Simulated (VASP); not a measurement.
# SiB (P-6m2) in VASP: settings compared, part 2 of 2

VASP 6.6.1. The steps go on from the part before.

### Step 3. Relaxation of cell and atoms, PBE

This run uses another cell than the first one, of 11.93 Å³/atom, 1.003 times its volume.

INCAR

```
SYSTEM = SiB
PREC = Accurate
ENCUT = 520
EDIFF = 1E-7
ISMEAR = 0
SIGMA = 0.1
LREAL = .False.
LASPH = .True.
NELM = 120
ALGO = Normal
ISIF = 3
LWAVE = .False.
LCHARG = .False.
GGA = PE
IBRION = 2
NSW = 60
EDIFFG = -0.005
POTIM = 0.3
KPAR = 4
```

KPOINTS

```
Automatic mesh
0
Gamma
  10 10 4
  0 0 0
```

POSCAR

```
SiB                                     
1.0
    3.4067503513     -0.0000000000     -0.0000000000
   -1.7033751706      2.9503323456     -0.0000000000
   -0.0000000000     -0.0000000000      9.4967215541
  Si              B             
     4     4
Direct
     1.0000000000000000    1.0000000000000000    0.1438691915040654
     0.0000000000000000    0.0000000000000000    0.8561308084959346
     0.3333333300000021    0.6666666699999979    0.3437197883098471
     0.3333333300000021    0.6666666699999979    0.6562802116901527
     0.6666666699999979    0.3333333300000021    0.4095044949472471
     0.6666666699999979    0.3333333300000021    0.5904955050527529
     0.3333333300000021    0.6666666699999979    0.1014190129043694
     0.3333333300000021    0.6666666699999979    0.8985809870956307
```

Potentials or basis: VASP PAW PBE potentials, release 64 (Si, B).

Run with:

```bash
cat potpaw_PBE.64/Si/POTCAR potpaw_PBE.64/B/POTCAR > POTCAR
mpirun -np 4 vasp_std > vasp.out
```

OUTCAR:

```text
SYSTEM = SiB
   PREC = Accurate
   ENCUT = 520
   EDIFF = 1E-7
   ISMEAR = 0
   LREAL = .False.
   LASPH = .True.
   NELM = 120
   ISIF = 3
   GGA = PE
   IBRION = 2
   NSW = 60
   EDIFFG = -0.005
   POTIM = 0.3

 ion  position               nearest neighbor table
   1  0.000  0.000  0.144-   7 2.01   7 2.01   7 2.01   2 2.73   3 2.73   3 2.73   3 2.73
   2  0.000  0.000  0.856-   8 2.01   8 2.01   8 2.01   1 2.73   4 2.73   4 2.73   4 2.73
   3  0.333  0.667  0.344-   5 2.06   5 2.06   5 2.06   7 2.30   1 2.73   1 2.73   1 2.73   4 2.97

   4  0.333  0.667  0.656-   6 2.06   6 2.06   6 2.06   8 2.30   2 2.73   2 2.73   2 2.73   3 2.97

   5  0.667  0.333  0.410-   6 1.72   3 2.06   3 2.06   3 2.06
   6  0.667  0.333  0.590-   5 1.72   4 2.06   4 2.06   4 2.06
   7  0.333  0.667  0.101-   8 1.93   1 2.01   1 2.01   1 2.01   3 2.30
   8  0.333  0.667  0.899-   7 1.93   2 2.01   2 2.01   2 2.01   4 2.30

  LATTYP: Found a hexagonal cell.
 ALAT       =     3.4067503513
 C/A-ratio  =     2.7876188669

  Lattice vectors:

 A1 = (   3.4067503513,   0.0000000000,   0.0000000000)
 A2 = (  -1.7033751706,   2.9503323456,   0.0000000000)
 A3 = (   0.0000000000,   0.0000000000,   9.4967215541)

[... 196 lines left out ...]
  -------------------------------------------------------------------------------------
  Total        0.0703256      0.0703256      0.0640644      0.0000000      0.0000000      0.0000000
  in kB        1.1804263      1.1804263      1.0753322      0.0000000      0.0000000      0.0000000
  external PRESSURE =       1.1453949 kB  Pullay stress =       0.0000000 kB
[... 155 lines left out ...]
--------------------------------------- Ionic step        5  -------------------------------------------

 number of electron      28.0000000 magnetization

 Free energy of the ion-electron system (eV)
  ---------------------------------------------------
  ext. energy  EPLUGINS =         0.00000000
  ---------------------------------------------------
  free energy    TOTEN  =       -45.15767397 eV

  energy without entropy =      -45.14542016  energy(sigma->0) =      -45.15154706

 E-fermi :   7.5089     XC(G=0): -10.7967

 val. band max:        7.4709694449   @ k =   0.4000   0.1000   0.2500
 cond. band min:       7.5091611421   @ k =   0.4000   0.1000   0.5000
 fundamental gap:      0.0381916971
 Fermi energy:         7.5088890714

 k-point     1 :       0.0000    0.0000    0.0000
  band No.  band energies     occupation
      1      -6.5081      2.00000
      2      -5.2895      2.00000
      3      -4.5869      2.00000
      4      -1.0501      2.00000
      5      -0.1061      2.00000
      6       5.3697      2.00000
[... 505 lines left out ...]
      6       0.4492      2.00000
[... 11 lines left out ...]
     18       9.2728      0.00000
     19      11.2073      0.00000

 [... further k-points ...]

------------------------ aborting loop because EDIFF is reached ----------------------------------------

  FORCE on cell =-STRESS in cart. coord.  units (eV):
  Direction    XX          YY          ZZ          XY          YZ          ZX
  --------------------------------------------------------------------------------------
  -------------------------------------------------------------------------------------
  Total       -0.0054957     -0.0054957      0.0032550     -0.0000000      0.0000000      0.0000000
  in kB       -0.0921658     -0.0921658      0.0545889     -0.0000000      0.0000000      0.0000000
  external PRESSURE =      -0.0432476 kB  Pullay stress =       0.0000000 kB
[... 23 lines left out ...]
  FREE ENERGIE OF THE ION-ELECTRON SYSTEM (eV)
  ---------------------------------------------------
  free  energy   TOTEN  =       -45.1576739651 eV

  energy  without entropy=      -45.1454201588  energy(sigma->0) =      -45.15154706

 reached required accuracy - stopping structural energy minimisation
```

OSZICAR:

```text
N       E                     dE             d eps       ncg     rms          rms(c)
DAV:   1     0.608676411231E+02    0.60868E+02   -0.12146E+04  1596   0.128E+03
DAV:   2    -0.433814341358E+02   -0.10425E+03   -0.10082E+03  2086   0.190E+02
DAV:   3    -0.485138806045E+02   -0.51324E+01   -0.49262E+01  2111   0.395E+01
DAV:   4    -0.485884177625E+02   -0.74537E-01   -0.74193E-01  2031   0.480E+00
[... 30 lines left out ...]
DAV:   2    -0.451576701959E+02   -0.19603E-07   -0.65303E-08   923   0.172E-03
   4 F= -.45157670E+02 E0= -.45151545E+02  d E =-.339663E-04
       N       E                     dE             d eps       ncg     rms          rms(c)
DAV:   1    -0.451576740881E+02   -0.39117E-05   -0.12616E-04  1620   0.733E-02    0.370E-03
DAV:   2    -0.451576740085E+02    0.79551E-07   -0.27128E-06  1905   0.104E-02    0.192E-03
DAV:   3    -0.451576739651E+02    0.43428E-07   -0.22324E-07  1608   0.303E-03
   5 F= -.45157674E+02 E0= -.45151547E+02  d E =-.376916E-05
```

CONTCAR:

```text
SiB
   1.00000000000000
     3.4077129087385862    0.0000000000016474   -0.0000000000000000
    -1.7038564493164396    2.9511659447910703    0.0000000000000000
    -0.0000000000000000   -0.0000000000000000    9.4996191454532912
  Si              B
     4     4
Direct
     0.0000000000000000    0.0000000000000000    0.1438908053121387
     1.0000000000000000    0.0000000000000000    0.8561091946878613
     0.3333333300000021    0.6666666699999979    0.3437065960596775
     0.3333333300000021    0.6666666699999979    0.6562934039403225
     0.6666666699999979    0.3333333300000021    0.4094843385269190
     0.6666666699999979    0.3333333300000021    0.5905156614730809
     0.3333333300000021    0.6666666699999979    0.1014823765238195
     0.3333333300000021    0.6666666699999979    0.8985176234761805

  0.00000000E+00  0.00000000E+00  0.00000000E+00
  0.00000000E+00  0.00000000E+00  0.00000000E+00
  0.00000000E+00  0.00000000E+00  0.00000000E+00
  0.00000000E+00  0.00000000E+00  0.00000000E+00
  0.00000000E+00  0.00000000E+00  0.00000000E+00
  0.00000000E+00  0.00000000E+00  0.00000000E+00
  0.00000000E+00  0.00000000E+00  0.00000000E+00
  0.00000000E+00  0.00000000E+00  0.00000000E+00
```

Run time: 34 s. Hardware: 4 MPI ranks of Intel Xeon Platinum 8559C (Emerald Rapids), shared host; peak memory 0.25 GiB.

What came out:

* Free energy: -45.1577 eV
* Relaxed volume: 11.94 Å³/atom
* Relaxed cell: a = 3.408 Å, b = 3.408 Å, c = 9.500 Å, α = 90.00°, β = 90.00°, γ = 120.00°
* Space group after relaxing (to 0.05 Å): P-6m2 (No. 187)
* Energy gained by relaxing: 0.0 meV/atom
* Ionic steps: 5
* Pressure after relaxing: 0.0 GPa
* Largest force after relaxing: 0.005 eV/Å
* Band gap on the k mesh: none (metal or under the smearing width)

Forces on the atoms (eV/Å):
```
Si   0.000  0.000 -0.001
Si   0.000  0.000  0.001
Si   0.000  0.000  0.002
Si   0.000  0.000 -0.002
B    0.000  0.000  0.001
B    0.000  0.000 -0.001
B    0.000  0.000  0.005
B    0.000  0.000 -0.005
```

Final structure:
```
CELL_PARAMETERS angstrom
3.40771 0.00000 0.00000
-1.70386 2.95117 0.00000
0.00000 0.00000 9.49962
ATOMIC_POSITIONS crystal
Si 0.00000 0.00000 0.14389
Si 0.00000 0.00000 0.85611
Si 0.33333 0.66667 0.34371
Si 0.33333 0.66667 0.65629
B 0.66667 0.33333 0.40948
B 0.66667 0.33333 0.59052
B 0.33333 0.66667 0.10148
B 0.33333 0.66667 0.89852
```

### Step 4. Single point, r2SCAN

This run uses another cell than the first one, of 11.94 Å³/atom, 1.003 times its volume.

INCAR

```
SYSTEM = SiB
ALGO = Normal
EDIFF = 1E-6
ENCUT = 520
ISIF = 2
ISMEAR = 0
KPAR = 4
LASPH = .True.
LCHARG = .False.
LMIXTAU = .True.
LREAL = .False.
LWAVE = .False.
METAGGA = R2SCAN
NELM = 150
PREC = Accurate
SIGMA = 0.1
```

KPOINTS

```
k-points
0
Gamma
  10 10 4
  0 0 0
```

POSCAR

```
SiB                                     
1.0
    3.4077129087      0.0000000000     -0.0000000000
   -1.7038564493      2.9511659448      0.0000000000
   -0.0000000000     -0.0000000000      9.4996191455
  Si              B             
     4     4
Direct
     0.0000000000000000    0.0000000000000000    0.1438908053121387
     1.0000000000000000    0.0000000000000000    0.8561091946878613
     0.3333333300000021    0.6666666699999979    0.3437065960596775
     0.3333333300000021    0.6666666699999979    0.6562934039403225
     0.6666666699999979    0.3333333300000021    0.4094843385269190
     0.6666666699999979    0.3333333300000021    0.5905156614730809
     0.3333333300000021    0.6666666699999979    0.1014823765238195
     0.3333333300000021    0.6666666699999979    0.8985176234761805
```

Run with:

```bash
cat potpaw_PBE.64/Si/POTCAR potpaw_PBE.64/B/POTCAR > POTCAR
mpirun -np 4 vasp_std > vasp.out
```

It took 61 s on 4 MPI ranks of Intel Xeon Platinum 8559C (Emerald Rapids), shared host; peak memory 0.26 GiB.

Results (log left out):

| Quantity | Value |
| --- | --- |
| Free energy | -60.7122 eV |
| Pressure | -1.2 GPa |
| Largest force | 0.188 eV/Å |
| Band gap on the k mesh | none (metal or under the smearing width) |

Forces in eV/Å, atoms in the order of the input:
```
Si   0.000  0.000 -0.042
Si   0.000  0.000  0.042
Si   0.000  0.000 -0.090
Si   0.000  0.000  0.090
B    0.000  0.000 -0.057
B    0.000  0.000  0.057
B    0.000  0.000  0.188
B    0.000  0.000 -0.188
```

Stress tensor (GPa, compression positive):
```
-1.81  0.00  0.00
 0.00 -1.81  0.00
 0.00  0.00  0.06
```

Levels at points of the mesh, in eV from the Fermi level:
```
           k point  band 11  band 12  band 13  band 14  band 15  band 16  band 17  band 18
(0.00, 0.00, 0.00)    -0.65    -0.54    -0.54     1.34     1.34     2.25     3.27     3.67
(0.50, 0.00, 0.00)    -3.64    -2.74    -2.71    -0.09    -0.04     0.94     0.97     2.04
(0.00, 0.00, 0.50)    -0.27    -0.27     1.17     1.17     1.53     2.21     3.26     3.52
(0.50, 0.00, 0.50)    -3.03    -2.42    -1.55    -0.74    -0.70    -0.34     0.88     0.88
```

Caveat: the PAW data sets were made with another functional, which shifts forces and pressure a little.
